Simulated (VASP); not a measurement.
# ScIn3N2 (P3m1) in VASP: density of states with PBE

Aim: the density of states of ScIn3N2 with PBE.

All numbers are computed with VASP 6.6.1; they aren't measurements. Logs are shortened: lines on timing, memory, paths and dates and some standing lists are left out, and cuts for length are marked.

## (1) Starting point

Symmetry: P3m1, No. 156, trigonal system. The conventional cell has a = 3.384 Å, b = 3.384 Å, c = 11.590 Å, α = 90.00°, β = 90.00°, γ = 120.00°. Sc (site symmetry 3m) is surrounded by 3 N at 2.08 Å. Around In (site symmetry 3m) lie 3 N at 2.91 Å. In (site symmetry 3m) has 3 N at 2.34 Å as nearest neighbours. Around In (site symmetry 3m) lie 3 N at 2.44 Å. N (site symmetry 3m) is surrounded by 3 Sc at 2.08 Å. Around N (site symmetry 3m) lie 6 In at 2.34 to 2.44 Å.

The cell was built by a generator and needn't be a form met in nature.

## (2) Density of states, PBE

Contents of POSCAR:

```
ScIn3N2
1.0
    3.3842740000      0.0000000000      0.0000000000
   -1.6921370000      2.9308670000      0.0000000000
    0.0000000000      0.0000000000     11.5899500000
Sc In N
1 3 2
Direct
    0.0000000000      0.0000000000      0.7681470000
    0.3333330000      0.6666670000      0.5221350000
    0.3333330000      0.6666670000      0.0049640000
    0.0000000000      0.0000000000      0.2429500000
    0.6666670000      0.3333330000      0.7077620000
    0.6666670000      0.3333330000      0.1162000000
```

Contents of INCAR.step1:

```
SYSTEM = ScIn3N2
PREC = Accurate
ENCUT = 520
EDIFF = 1E-6
ISMEAR = 0
SIGMA = 0.1
LREAL = .False.
LASPH = .True.
NELM = 60
ALGO = Fast
ISIF = 2
LWAVE = .False.
LCHARG = .True.
LMAXMIX = 4
GGA = PE
KPAR = 4
```

Contents of KPOINTS.step1:

```
regular mesh
0
Gamma
  10 10 4
  0 0 0
```

Contents of INCAR.step2:

```
SYSTEM = ScIn3N2
PREC = Accurate
ENCUT = 520
EDIFF = 1E-6
ISMEAR = -5
SIGMA = 0.1
LREAL = .False.
LASPH = .True.
NELM = 60
ALGO = Fast
ISIF = 2
LWAVE = .False.
LCHARG = .False.
LMAXMIX = 4
GGA = PE
LORBIT = 11
KPAR = 4
NEDOS = 2001
ICHARG = 11
```

Contents of KPOINTS.step2:

```
regular mesh
0
Gamma
  15 15 6
  0 0 0
```

Potentials or basis: VASP PAW PBE potentials, release 64 (Sc_sv, In_d, N).

Run with:

```sh
$ cat potpaw_PBE.64/Sc_sv/POTCAR potpaw_PBE.64/In_d/POTCAR potpaw_PBE.64/N/POTCAR > POTCAR
$ cp INCAR.step1 INCAR
$ cp KPOINTS.step1 KPOINTS
$ mpirun -np 4 vasp_std > vasp.out
$ cp INCAR.step2 INCAR
$ cp KPOINTS.step2 KPOINTS
$ mpirun -np 4 vasp_std > vasp.out
```

OUTCAR:

```text
SYSTEM = ScIn3N2
   PREC = Accurate
   ENCUT = 520
   EDIFF = 1E-6
   ISMEAR = -5
   LREAL = .False.
   LASPH = .True.
   NELM = 60
   ISIF = 2
   GGA = PE
   LORBIT = 11
   ICHARG = 11

 ion  position               nearest neighbor table
   1  0.000  0.000  0.768-   5 2.08   5 2.08   5 2.08   3 3.37   3 3.37   3 3.37   2 3.46   2 3.46
                             2 3.46
   2  0.333  0.667  0.522-   1 3.46   1 3.46   1 3.46   4 3.78   4 3.78   4 3.78
   3  0.333  0.667  0.005-   6 2.34   6 2.34   6 2.34   1 3.37   1 3.37   1 3.37   4 3.38   4 3.38
                             4 3.38
   4  0.000  0.000  0.243-   6 2.44   6 2.44   6 2.44   3 3.38   3 3.38   3 3.38   2 3.78   2 3.78
                             2 3.78
   5  0.667  0.333  0.708-   1 2.08   1 2.08   1 2.08
   6  0.667  0.333  0.116-   3 2.34   3 2.34   3 2.34   4 2.44   4 2.44   4 2.44

  LATTYP: Found a hexagonal cell.
 ALAT       =     3.3842740000
 C/A-ratio  =     3.4246488316

  Lattice vectors:

 A1 = (   3.3842740000,   0.0000000000,   0.0000000000)
 A2 = (  -1.6921370000,   2.9308670000,   0.0000000000)
 A3 = (   0.0000000000,   0.0000000000,  11.5899500000)

Analysis of symmetry for initial positions (statically):
=====================================================================
 Subroutine PRICEL returns:
 Original cell was already a primitive cell.

 Routine SETGRP: Setting up the symmetry group for a
 hexagonal supercell.

 Subroutine GETGRP returns: Found  6 space group operations
 (whereof  6 operations were pure point group operations)
 out of a pool of 24 trial point group operations.

The static configuration has the point symmetry C_3v.

Analysis of symmetry for dynamics (positions and initial velocities):
=====================================================================
 Subroutine PRICEL returns:
 Original cell was already a primitive cell.

 Routine SETGRP: Setting up the symmetry group for a
 hexagonal supercell.

 Subroutine GETGRP returns: Found  6 space group operations
 (whereof  6 operations were pure point group operations)
 out of a pool of 24 trial point group operations.

The dynamic configuration has the point symmetry C_3v.

 Subroutine INISYM returns: Found  6 space group operations
 (whereof  6 operations are pure point group operations),
 and found     1 'primitive' translations

----------------------------------------------------------------------------------------

                                     Primitive cell

  volume of cell :     114.9591

  direct lattice vectors                    reciprocal lattice vectors
     3.384274000  0.000000000  0.000000000     0.295484349  0.170597983  0.000000000
    -1.692137000  2.930867000  0.000000000     0.000000000  0.341195967  0.000000000
     0.000000000  0.000000000 11.589950000     0.000000000  0.000000000  0.086281649

  length of vectors
     3.384274000  3.384273777 11.589950000     0.341195944  0.341195967  0.086281649

  position of ions in fractional coordinates (direct lattice)
     0.000000000  0.000000000  0.768147000
     0.333333000  0.666667000  0.522135000
     0.333333000  0.666667000  0.004964000
     0.000000000  0.000000000  0.242950000
     0.666667000  0.333333000  0.707762000
     0.666667000  0.333333000  0.116200000

  ion indices of the primitive-cell ions
   primitive index   ion index
                 1           1
                 2           2
                 3           3
                 4           4
                 5           5
                 6           6

----------------------------------------------------------------------------------------

 KPOINTS: regular mesh

Automatic generation of k-mesh.
 Grid dimensions read from file:
 generate k-points for:   15   15    6

 Generating k-lattice:

  Cartesian coordinates                     Fractional coordinates (reciprocal lattice)
     0.019698957  0.011373199  0.000000000     0.066666667  0.000000000  0.000000000
     0.000000000  0.022746398  0.000000000     0.000000000  0.066666667  0.000000000
     0.000000000  0.000000000  0.014380275     0.000000000  0.000000000  0.166666667

  Length of vectors
     0.022746396  0.022746398  0.014380275

  Shift w.r.t. Gamma in fractional coordinates (k-lattice)
     0.000000000  0.000000000  0.000000000

 TETIRR: Found   1946 inequivalent tetrahedra from     8100

 Subroutine IBZKPT returns following result:
 ===========================================

 Found    146 irreducible k-points:

 Following reciprocal coordinates:
            Coordinates               Weight
  0.000000  0.000000  0.000000      1.000000
  0.066667 -0.000000  0.000000      6.000000
  0.133333  0.000000  0.000000      6.000000
  0.200000  0.000000  0.000000      6.000000
  0.266667  0.000000  0.000000      6.000000
  0.333333 -0.000000  0.000000      6.000000
[... 16 lines left out ...]
  0.333333  0.200000  0.000000     12.000000
  0.400000  0.200000  0.000000      6.000000
 [... further k-points ...]
   k-points           NKPTS =    146   k-points in BZ     NKDIM =    146   number of bands    NBANDS=     36
   number of dos      NEDOS =   2001   number of ions     NIONS =      6
   total plane-waves  NPLWV =  70560
   dimension x,y,z NGX =    28 NGY =   28 NGZ =   90
   dimension x,y,z NGXF=    56 NGYF=   56 NGZF=  180
   ions per type =               1   3   2
   NGX,Y,Z   is equivalent  to a cutoff of  13.75, 13.75, 12.91 a.u.
   NGXF,Y,Z  is equivalent  to a cutoff of  27.51, 27.51, 25.82 a.u.
 SYSTEM =  ScIn3N2
   PREC   = accura    normal or accurate (medium, high low for compatibility)
   ISTART =      0    job   : 0-new  1-cont  2-samecut
   ICHARG =     11    charge: 1-file 2-atom 10-const
   ISPIN  =      1    spin polarized calculation?
   LNONCOLLINEAR =      F non collinear calculations
   LSORBIT =      F    spin-orbit coupling
   LASPH  =      T    aspherical Exc in radial PAW
   ENCUT  =  520.0 eV  38.22 Ry    6.18 a.u.   6.29  6.29 21.55*2*pi/ulx,y,z
   NELM   =     60;   NELMIN=  2; NELMDL=  0     # of ELM steps
   EDIFF  = 0.1E-05   stopping-criterion for ELM
   LREAL  =      F    real-space projection
   EDIFFG = 0.1E-04   stopping-criterion for IOM
   NSW    =      0    number of steps for IOM
   IBRION =     -1    ionic relax: 0-MD 1-quasi-New 2-CG
   NFREE  =      0    steps in history (QN), initial steepest desc. (CG)
   ISIF   =      2    stress and relaxation
   ISYM   =      2    0-nonsym 1-usesym 2-fastsym
   POTIM  = 0.5000    time-step for ionic-motion
   TEBEG  =    0.0;   TEEND  =   0.0 temperature during run
   PSTRESS=    0.0 pullay stress
   NELECT =      60.0000    total number of electrons
   NUPDOWN=      -1.0000    fix difference up-down
   EMIN   =  10.00;   EMAX   =-10.00  energy-range for DOS
   EFERMI =   0.00;   METHOD = LEGACY
   ISMEAR =    -5;   SIGMA  =   0.10  broadening in eV -4-tet -1-fermi 0-gaus
   EFERMI_NEDOS =   21; number of points for ismear=-14 and -15
   IALGO  =     68    algorithm
   IMIX   =      4    mixing-type and parameters
     AMIX     =   0.40;   BMIX     =  1.00
     AMIX_MAG =   1.60;   BMIX_MAG =  1.00
  volume/ion in A,a.u.               =      19.16       129.30
  Fermi-wavevector in a.u.,A,eV,Ry     =   1.318087  2.490824 23.638139  1.737354
  Thomas-Fermi vector in A             =   2.448082
   LORBIT       =     11    0 simple, 1 ext, 2 COOP (PROOUT), +10 PAW based schemes
   GGA     = PE    functional components
   LHFCALC =     F    Hartree Fock is set to
   AEXX    =    0.0000 exact exchange contribution
   IVDW    =     0    specifies the selected vdW correction
   LEPSILON=     F    determine dielectric tensor
   LRPA    =     F    only Hartree local field effects (RPA)
 non-spin polarized calculation
 RMM-DIIS sequential band-by-band and
 Fermi weights with tetrahedron method with Bloechl corrections
  energy-cutoff  :      520.00
  volume of cell :      114.96
 maximum number of plane-waves:      3116
 NGX is ok and might be reduce to    28

 number of electron      59.9999992 magnetization

 Free energy of the ion-electron system (eV)
  ---------------------------------------------------
  ext. energy  EPLUGINS =         0.00000000
  ---------------------------------------------------
  free energy    TOTEN  =       -31.80910510 eV

  energy without entropy =      -31.80910510  energy(sigma->0) =      -31.80910510

 E-fermi :   6.1127     XC(G=0): -10.3710

 val. band max:        6.1248724854   @ k =   0.2000   0.0000   0.5000
 cond. band min:       5.9962093890   @ k =  -0.0667   0.4667   0.3333
 fundamental gap:     -0.1286630964
 Fermi energy:         6.1126667508

 k-point     1 :       0.0000    0.0000    0.0000
  band No.  band energies     occupation
      1     -42.6137      2.00000
      2     -21.4147      2.00000
      3     -21.1170      2.00000
      4     -21.1169      2.00000
      5      -8.3948      2.00000
      6      -8.2757      2.00000
[... 28 lines left out ...]
     35      10.6942      0.00000
     36      12.3730      0.00000

 k-point     2 :       0.0667   -0.0000    0.0000
  band No.  band energies     occupation
      1     -42.6123      2.00000
      2     -21.4128      2.00000
      3     -21.1318      2.00000
      4     -21.1200      2.00000
      5      -8.4409      2.00000
      6      -8.2703      2.00000
[... 28 lines left out ...]
     35      10.6255      0.00000
     36      12.3387      0.00000

 k-point     3 :       0.1333    0.0000    0.0000
  band No.  band energies     occupation
      1     -42.6083      2.00000
      2     -21.4076      2.00000
      3     -21.1735      2.00000
      4     -21.1287      2.00000
      5      -8.5397      2.00000
      6      -8.2732      2.00000
[... 28 lines left out ...]
     35      10.4574      0.00000
     36      12.0501      0.00000

 k-point     4 :       0.2000    0.0000    0.0000
  band No.  band energies     occupation
      1     -42.6025      2.00000
      2     -21.4001      2.00000
      3     -21.2339      2.00000
      4     -21.1415      2.00000
      5      -8.6460      2.00000
      6      -8.2920      2.00000
[... 28 lines left out ...]
     35      11.1750      0.00000
     36      11.6399      0.00000

 k-point     5 :       0.2667    0.0000    0.0000
  band No.  band energies     occupation
      1     -42.5957      2.00000
      2     -21.3931      2.00000
      3     -21.3007      2.00000
      4     -21.1561      2.00000
      5      -8.7419      2.00000
      6      -8.3156      2.00000
[... 655 lines left out ...]
 k-point    22 :       0.2667    0.2000    0.0000
  band No.  band energies     occupation
      1     -42.5830      2.00000
      2     -21.4030      2.00000
      3     -21.3583      2.00000
      4     -21.2281      2.00000
      5      -8.8591      2.00000
      6      -8.2663      2.00000
[... 28 lines left out ...]
     35       9.3294      0.00000
     36       9.6021      0.00000

 k-point    23 :       0.3333    0.2000    0.0000
  band No.  band energies     occupation
      1     -42.5797      2.00000
      2     -21.4184      2.00000
      3     -21.3590      2.00000
      4     -21.2468      2.00000
      5      -8.8849      2.00000
      6      -8.2690      2.00000
[... 28 lines left out ...]
     35       9.0951      0.00000
     36       9.1733      0.00000

 k-point    24 :       0.4000    0.2000    0.0000
  band No.  band energies     occupation
      1     -42.5786      2.00000
      2     -21.4244      2.00000
      3     -21.3586      2.00000
      4     -21.2536      2.00000
      5      -8.8937      2.00000
      6      -8.2706      2.00000
[... 28 lines left out ...]
     35       8.9808      0.00000
     36       9.3605      0.00000

 [... further k-points ...]
[... 5 lines left out ...]
  --------------------------------------------------------------------------------------
  -------------------------------------------------------------------------------------
  Total        0.0850959      0.0850959      0.1482558     -0.0000000      0.0000000      0.0000000
  in kB        1.1859759      1.1859757      2.0662325     -0.0000000      0.0000000      0.0000000
  external PRESSURE =       1.4793947 kB  Pullay stress =       0.0000000 kB

 VOLUME and BASIS-vectors are now :
 -----------------------------------------------------------------------------
  energy-cutoff  :      520.00
  volume of cell :      114.96
      direct lattice vectors                 reciprocal lattice vectors
     3.384274000  0.000000000  0.000000000     0.295484349  0.170597983  0.000000000
    -1.692137000  2.930867000  0.000000000     0.000000000  0.341195967  0.000000000
     0.000000000  0.000000000 11.589950000     0.000000000  0.000000000  0.086281649

 POSITION                                       TOTAL-FORCE (eV/Angst)
 -----------------------------------------------------------------------------------
      0.00000      0.00000      8.90279        -0.000000     -0.000000      0.021444
     -0.00000      1.95391      6.05152        -0.000000     -0.000000      0.009409
     -0.00000      1.95391      0.05753        -0.000000      0.000000      0.030717
      0.00000      0.00000      2.81578        -0.000000     -0.000000     -0.020449
      1.69214      0.97695      8.20293         0.000000     -0.000000     -0.031467
      1.69214      0.97695      1.34675        -0.000000      0.000000     -0.009655
 -----------------------------------------------------------------------------------
    total drift:                               -0.000846      0.000485     -0.004471

  FREE ENERGIE OF THE ION-ELECTRON SYSTEM (eV)
  ---------------------------------------------------
  free  energy   TOTEN  =       -31.8091050991 eV

  energy  without entropy=      -31.8091050991  energy(sigma->0) =      -31.80910510

 total charge

# of ion       s       p       d       tot
------------------------------------------
    1        2.224   6.208   1.173   9.604
    2        1.071   0.334   9.856  11.261
    3        0.881   0.602   9.903  11.386
    4        0.949   0.457   9.890  11.297
    5        1.277   2.392   0.000   3.669
    6        1.276   2.316   0.000   3.592
--------------------------------------------------
tot          7.678  12.309  30.822  50.809
```

Run time: 7.3 min. Hardware: 4 MPI ranks of Intel Xeon Platinum 8488C (Sapphire Rapids), shared host; peak memory 0.62 GiB.

What came out:

```
Valence electrons inside the program's atomic spheres : Sc 9.60; In 11.26, 11.39, 11.30; N 3.67, 3.59
```

States per cell in windows of 1 eV (zero at the Fermi level; states under -8 eV left out):
```
from (eV)  total  Sc1_d  N5_p  N6_p  In2_s  In4_s  In2_p
     -8.0   0.18   0.00  0.00  0.00   0.05   0.02   0.00
     -7.0   0.80   0.01  0.02  0.05   0.15   0.08   0.01
     -6.0   2.10   0.02  0.04  0.28   0.17   0.18   0.02
     -5.0   2.30   0.06  0.16  0.19   0.24   0.24   0.03
     -4.0   2.08   0.13  0.33  0.26   0.04   0.06   0.05
     -3.0   4.26   0.52  1.18  0.33   0.06   0.06   0.12
     -2.0   3.76   0.23  0.51  0.72   0.21   0.08   0.05
     -1.0   2.57   0.12  0.15  0.46   0.14   0.20   0.05
      0.0   1.10   0.14  0.07  0.03   0.03   0.05   0.12
      1.0   1.81   0.37  0.06  0.06   0.04   0.04   0.15
      2.0   3.41   1.08  0.12  0.13   0.06   0.09   0.22
      3.0   4.25   1.88  0.18  0.14   0.04   0.06   0.21
      4.0   1.07   0.36  0.08  0.04   0.01   0.01   0.08
      5.0   0.25   0.06  0.02  0.01   0.01   0.00   0.03
      6.0   0.09   0.04  0.01  0.00   0.00   0.00   0.00
      7.0   0.00   0.00  0.00  0.00   0.00   0.00   0.00
```

Caveat: this functional lacks dispersion, which binds the layers, so the pressure and a relaxed spacing across them are unreliable; tetrahedron occupations give inexact forces and stress in metals.
